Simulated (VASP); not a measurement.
These are PBE GGA with D4 dispersion, VASP's PBE PAW potentials (set 64) (plane waves; VASP) values and carry that method's errors.

A VASP calculation is set up with these files.

**KPOINTS**
```
Automatic mesh
0
Gamma
6 6 10
0 0 0
```

**INCAR**
```
SYSTEM = MnO2
PREC = Accurate
ENCUT = 520
EDIFF = 1E-6
NELM = 100
ALGO = Normal
LREAL = .FALSE.
LASPH = .TRUE.
ISMEAR = 1
SIGMA = 0.1
GGA = PE
IVDW = 13
LMAXMIX = 4
ISPIN = 2
MAGMOM = 3.0 -3.0 0.0 0.0 0.0 0.0
LORBIT = 10
LWAVE = .FALSE.
LCHARG = .FALSE.
IBRION = 2
ISIF = 3
NSW = 60
EDIFFG = -0.02
```

**POSCAR**
```
MnO2
1
    4.3986440851    -0.0000000000     0.0000000000
   -0.0000000000     4.3986440851     0.0000000000
    0.0000000000     0.0000000000     2.8701313504
Mn O
2 4
Direct
  0.0000000000   0.0000000000   0.0000000000
  0.5000000000   0.5000000000   0.5000000000
  0.3040663549   0.3040663549   0.0000000000
  0.8040663549   0.1959336451   0.5000000000
  0.1959336451   0.8040663549   0.5000000000
  0.6959336451   0.6959336451   0.0000000000
```

POTCAR, in this order: Mn_pv O (PBE.64 set). Program: vasp_std.

### Question
What does the run give for the energy per atom (σ→0), cell moment, dispersion energy, volume per atom, band gap (on the k-mesh)?

### Answer

```yaml
energy per atom (σ→0): -8.205 eV/atom
cell_moment: 0.00 μB
dispersion_energy: -1.322 eV
band gap (on the k-mesh): none (metal, semimetal or under 0.01 eV)
volume_per_atom: 9.24 Å^3/atom
```

File OSZICAR:
```
...
       N       E                     dE             d eps       ncg     rms          rms(c)
DAV:   1    -0.479073763468E+02   -0.15240E-02   -0.12665E-02  7200   0.116E+00    0.213E-01
DAV:   2    -0.479072249953E+02    0.15135E-03   -0.29142E-03  8516   0.747E-01    0.202E-01
DAV:   3    -0.479069786491E+02    0.24635E-03   -0.10470E-03  9262   0.428E-01    0.712E-02
DAV:   4    -0.479069478679E+02    0.30781E-04   -0.21801E-04  8064   0.130E-01    0.299E-02
DAV:   5    -0.479069443159E+02    0.35519E-05   -0.18166E-05  9168   0.373E-02    0.146E-02
DAV:   6    -0.479069434912E+02    0.82476E-06   -0.43507E-06  6240   0.225E-02
   3 F= -.49229225E+02 E0= -.49229042E+02  d E =-.209935E-03  mag=     0.0000
```

The compound is MnO2 in the rutile structure. This run relaxes it. Symmetry was kept, so distortions that lower it aren't found. The start is the result of an earlier pass.
